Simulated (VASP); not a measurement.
A convergence study with VASP on K2S (antifluorite): one setting is varied, all else stays as given below, so the limit is that of these other settings.

```yaml
crystal:
  lattice:
    - [0.00000, 3.70500, 3.70500]
    - [3.70500, 0.00000, 3.70500]
    - [3.70500, 3.70500, 0.00000]
  atoms:
    - { symbol: K, position: [0.25000, 0.25000, 0.25000] }
    - { symbol: K, position: [0.75000, 0.75000, 0.75000] }
    - { symbol: S, position: [0.00000, 0.00000, 0.00000] }
```

These are PBE GGA, VASP's PBE PAW potentials (set 64) (plane waves; VASP) values and carry that method's errors. The tightest run used: 550 eV cut-off, 14×14×14 Γ-centred mesh, Gaussian smearing of 0.050 eV, potentials K_sv S.

**Question.** The settings run are 1×1×1 mesh; 2×2×2 mesh; 3×3×3 mesh; 4×4×4 mesh; 5×5×5 mesh; 6×6×6 mesh; 7×7×7 mesh; 8×8×8 mesh; 9×9×9 mesh; 10×10×10 mesh; 11×11×11 mesh; 12×12×12 mesh; 13×13×13 mesh; 14×14×14 mesh. From which on does the stress (every component) stay within 0.5 GPa of the tightest run?

**Answer.** From 2×2×2 mesh on: it is off by 0.06 there and by no more than 0.5 in any finer run, while 1×1×1 mesh is off by 4.38.
```
setting        E (eV/atom)  pressure (GPa)  irreducible k-points  difference judged (GPa)
-------------  -----------  --------------  --------------------  -----------------------
1×1×1 mesh         -3.0459           -3.92                     1                     4.38
2×2×2 mesh         -3.1115            0.52                     3                     0.06
3×3×3 mesh         -3.1381            0.45                     4                     0.01
4×4×4 mesh         -3.1391            0.45                     8                     0.00
5×5×5 mesh         -3.1391            0.45                    10                     0.00
6×6×6 mesh         -3.1392            0.45                    16                     0.00
7×7×7 mesh         -3.1392            0.45                    20                     0.00
8×8×8 mesh         -3.1392            0.45                    29                     0.00
9×9×9 mesh         -3.1392            0.45                    35                     0.00
10×10×10 mesh      -3.1392            0.45                    47                     0.00
11×11×11 mesh      -3.1392            0.45                    56                     0.00
12×12×12 mesh      -3.1392            0.45                    72                     0.00
13×13×13 mesh      -3.1392            0.45                    84                     0.00
14×14×14 mesh      -3.1392            0.45                   104                     0.00
```

Left out are rungs that failed or repeat a setting and relaxations that didn't move; long series are thinned to 24 rows.

The compound is K2S in the antifluorite structure. The cell was not relaxed at this level.
